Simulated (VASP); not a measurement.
Data:

```xyz
2
Lattice="0.0000 3.0315 3.0315 3.0315 0.0000 3.0315 3.0315 3.0315 0.0000" Properties=species:S:1:pos:R:3 pbc="T T T"
Dy     0.0000     0.0000     0.0000
Te     3.0315     3.0315     3.0315
```

Level of theory: PBEsol GGA, VASP's PBE PAW potentials (set 64) (plane waves; VASP). Settings: 400 eV cut-off, 9×9×9 Γ-centred mesh, first-order Methfessel-Paxton smearing of 0.10 eV, potentials Dy_3 Te.

The 4f electrons are frozen in the core of the lanthanide potential, so 4f levels, which can set the real gap, and their magnetism are missing. Unless said otherwise, spin-orbit coupling is left out, though it shifts the bands of the heavy elements here.

**Question.** Predict the energy per atom (σ→0), band gap (on the k-mesh) with the smallest direct gap where there is one.

**Answer.** 
```
Item                                                        Result
------------------------  ----------------------------------------
band gap (on the k-mesh)  none (metal, semimetal or under 0.01 eV)
energy per atom (σ→0)                               -5.581 eV/atom
```

The absolute energy has meaning only against runs of the same code, potentials and settings.

The structure comes from a measured DyTe entry (Fm-3m) of the Crystallography Open Database, whose conditions weren't checked. It was relaxed first. The start is the result of an earlier pass. The electron count is odd and the run is not spin-polarised, which forces a metal.
